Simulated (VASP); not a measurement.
# H2CS2: single point with PBE+D3(BJ)

The system is H2CS2.

```
CELL_PARAMETERS angstrom
9.20516 0.00000 0.00000
0.00000 9.20516 0.00000
0.00000 0.00000 9.20516
ATOMIC_POSITIONS crystal
H 0.71528 0.85379 0.50459
H 0.76612 0.84779 0.44088
H 0.36581 0.59873 0.57428
H 0.42833 0.56328 0.53543
H 0.68187 0.60660 0.77416
H 0.66223 0.57162 0.70291
H 0.29316 0.02766 0.65779
H 0.29178 0.02835 0.73978
H 0.59649 0.97496 0.77457
H 0.64264 0.92641 0.72795
H 0.86719 0.22532 0.76647
H 0.81714 0.16092 0.77480
S 0.13492 0.54694 0.30646
S 0.90276 0.43833 0.08441
S 0.37374 0.72887 0.95035
S 0.42809 0.83462 0.26762
S 0.18975 0.15066 0.37356
S 0.23353 0.16042 0.03757
S 0.00284 0.77321 0.77924
S 0.07250 0.45131 0.69885
S 0.69501 0.32026 0.46434
S 0.50951 0.43747 0.20550
S 0.92952 0.86410 0.16181
S 0.69003 0.09428 0.09358
C 0.01796 0.49376 0.19569
C 0.40030 0.78284 0.10888
C 0.21207 0.15443 0.20561
C 0.03721 0.61238 0.73906
C 0.60227 0.37904 0.33498
C 0.81006 0.97940 0.12720
```

The cell was built by a generator and needn't be a form met in nature.

| Item | Value |
| --- | --- |
| Program | VASP 6.6.1 |
| Task | single point |
| Functional | PBE |
| Dispersion | D3(BJ) |
| Potentials or basis | VASP PAW PBE potentials, release 64 (H, S, C) |
| Cutoff | 520 eV |
| k mesh | 1 × 1 × 1 |
| Occupations | fermi-dirac, width 0.05 eV |
| Spin | no spin polarisation |

| Item | Value |
| --- | --- |
| Pressure | -0.6 GPa |
| Largest force | 0.287 eV/Å |
| Band gap on the k mesh | 3.43 eV, direct |
| Dispersion energy per atom | -0.076 eV |

Forces in eV/Å, atoms in the order of the input:
```
H    0.029 -0.011 -0.028
H   -0.017 -0.002  0.029
H    0.026 -0.021 -0.005
H   -0.032  0.032  0.014
H   -0.014 -0.014 -0.033
H    0.024  0.012  0.055
H   -0.005  0.019  0.064
H   -0.003 -0.008 -0.060
H    0.010 -0.019 -0.005
H   -0.015  0.014  0.012
H   -0.051 -0.073  0.009
H    0.057  0.053 -0.006
S   -0.177 -0.068 -0.139
S    0.144  0.090  0.133
S    0.026  0.078  0.210
S   -0.044 -0.058 -0.216
S    0.025  0.001 -0.245
S   -0.042 -0.008  0.250
S    0.068 -0.215 -0.075
S   -0.054  0.218  0.046
S   -0.150  0.110 -0.218
S    0.144 -0.094  0.205
S   -0.188  0.181 -0.069
S    0.207 -0.167  0.049
C    0.019 -0.015 -0.007
C    0.011 -0.014  0.005
C   -0.002 -0.003  0.007
C   -0.020  0.013 -0.002
C    0.016 -0.002  0.015
C    0.008 -0.029  0.003
```

Stress tensor (GPa, compression positive):
```
-0.51  0.09 -0.16
 0.09 -0.40 -0.04
-0.16 -0.04 -0.78
```

Levels at points of the mesh, in eV from the valence-band top:
| k point | band 50 | band 51 | band 52 | band 53 | band 54 | band 55 | band 56 | band 57 | band 58 | band 59 |
| --- | --- | --- | --- | --- | --- | --- | --- | --- | --- | --- |
| (0.00, 0.00, 0.00) | -0.21 | -0.14 | -0.06 | -0.04 | 0.00 | 3.43 | 3.45 | 3.46 | 3.52 | 3.54 |

Run time: 59 s on 1 thread of Intel(R) Xeon(R) 6975P-C (Granite Rapids) (shared host), peak memory 0.66 GiB.

As with any semilocal functional, this PBE gap is likely too small.
